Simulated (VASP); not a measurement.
Given:

```xyz
8
Lattice="-0.0034 6.4138 6.4171 6.4138 -0.0034 6.4171 3.2052 3.2052 0.0000" Properties=species:S:1:pos:R:3 pbc="T T T"
In     6.4104     6.4104    12.8259
In     3.2663     6.3494     9.5709
In     6.3494     3.2663     9.5709
In     6.4104     6.4104     6.5294
Sb     1.6026     1.6026     1.6147
Sb     4.8017     1.6087     4.8121
Sb     1.6087     4.8017     4.8121
As     4.8078     4.8078     8.0181
```

All values below come from PBEsol GGA, VASP's PBE PAW potentials (set 64) (plane waves; VASP). Numerical set-up: 400 eV cut-off, 5×5×9 Γ-centred mesh, tetrahedra with Blöchl corrections, potentials In_d Sb As.

The cores are frozen, which limits the accuracy of field gradients.

**Question.** Give the principal components of the electric field gradient (V/Å²) and the asymmetry η at each nucleus.

**Answer.** 
| atom | Vxx | Vyy | Vzz | η |
|---|---|---|---|---|
| In1 | -2.7 | -0.3 | 3.0 | 0.79 |
| In2 | -3.8 | -0.3 | 4.1 | 0.87 |
| In3 | -3.8 | -0.3 | 4.1 | 0.87 |
| In4 | 6.4 | 2.3 | -8.7 | 0.47 |
| Sb5 | -16.3 | -12.1 | 28.4 | 0.15 |
| Sb6 | -30.4 | -7.2 | 37.6 | 0.62 |
| Sb7 | -30.4 | -7.2 | 37.6 | 0.62 |
| As8 | -12.1 | -7.7 | 19.8 | 0.23 |

The structure was generated: In4AsSb3 was put into an ordered model structure (Amm2), which need not be its known phase. It was relaxed first.
